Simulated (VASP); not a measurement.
Here is a VASP 6.6.1 calculation.

Contents of POSCAR:

```
PdC18
1.0
    7.3980000000      0.0000000000      0.0000000000
   -3.6990000000      6.4068560000      0.0000000000
    0.0000000000      0.0000000000     11.0000000000
C Pd
18 1
Direct
   -0.0017358492     -0.0049092624      0.0901362029
    0.2208966586      0.1060845361      0.0896619439
   -0.0007398254      0.3277528384      0.0988059213
    0.2231750111      0.4402428398      0.0922960152
   -0.0007835707      0.6641633403      0.0923128419
    0.2213680640      0.7731143413      0.0884434876
    0.3316035145     -0.0046528622      0.0878146673
    0.5539118433      0.1056365686      0.0884233810
    0.3319031318      0.3287484720      0.0901164856
    0.5541144264      0.4392875227      0.0901435627
    0.3321157202      0.6623828531      0.0884414458
    0.5543739520      0.7726428619      0.0878589937
    0.6646350901     -0.0050773503      0.0884422010
    0.8867669318      0.1038764545      0.0922811674
    0.6628572408      0.3277576942      0.0923084448
    0.8867276796      0.4402407391      0.0988554552
    0.6650785660      0.6618952178      0.0897169337
    0.8877546851      0.7729181856      0.0901589662
    0.9432738299      0.3837128093      0.2837820827
```

File INCAR.step1:

```
PREC = Accurate ; ENCUT = 520
ISMEAR = -1 ; SIGMA = 0.05
LREAL = Auto ; LASPH = T
NELM = 100 ; NBANDS = 56
GGA = PE ; ALGO = Normal
EDIFF = 1E-4 ; LWAVE = T
LCHARG = F
```

File INCAR.step2:

```
PREC = Accurate ; ENCUT = 520
EDIFF = 1E-7 ; ISMEAR = -1
SIGMA = 0.05 ; LREAL = Auto
LASPH = T ; NELM = 100
ALGO = Normal ; ISIF = 2
LWAVE = F ; LCHARG = F
METAGGA = R2SCAN ; LMIXTAU = T
IVDW = 12 ; VDW_S6 = 1.0
VDW_S8 = 0.78981345 ; VDW_A1 = 0.49484001
VDW_A2 = 5.73083694 ; NBANDS = 56
ISTART = 1
```

File KPOINTS:

```
regular mesh
0
Gamma
  2 2 1
```

Potentials or basis: VASP PAW PBE potentials, release 64 (C, Pd).

Command:

```sh
$ cat potpaw_PBE.64/C/POTCAR potpaw_PBE.64/Pd/POTCAR > POTCAR
$ cp INCAR.step1 INCAR
$ mpirun -np 1 vasp_std > vasp.out
$ cp INCAR.step2 INCAR
$ mpirun -np 1 vasp_std > vasp.out
```

**Question.** Predict the band gap on the k mesh.

**Answer.** 0.02 eV, direct.

**Question.** What does it give for the largest force?

**Answer.** 0.033 eV/Å.

**Question.** Predict the dispersion energy per atom.

**Answer.** -0.039 eV.

Forces in eV/Å, atoms in the order of the input:
```
C    0.008  0.018 -0.004
C   -0.003  0.013  0.002
C    0.023 -0.004  0.022
C    0.008  0.005 -0.005
C    0.011  0.002 -0.004
C    0.000  0.004 -0.006
C    0.016  0.003  0.000
C   -0.011 -0.011 -0.001
C   -0.001 -0.007 -0.005
C   -0.005 -0.006 -0.004
C   -0.002 -0.001  0.000
C   -0.011  0.001  0.001
C   -0.004 -0.012 -0.006
C    0.004 -0.012  0.001
C   -0.004  0.001 -0.002
C   -0.012  0.011  0.021
C    0.003 -0.001 -0.001
C   -0.017 -0.006 -0.004
Pd  -0.003  0.001 -0.004
```

Caveat: the k mesh is coarse (spacing up to 0.49 Å⁻¹), so the values aren't converged; the PAW data sets were made with another functional, which shifts forces and pressure a little. r2SCAN opens gaps a little over a GGA but as a rule still falls short of measured ones.
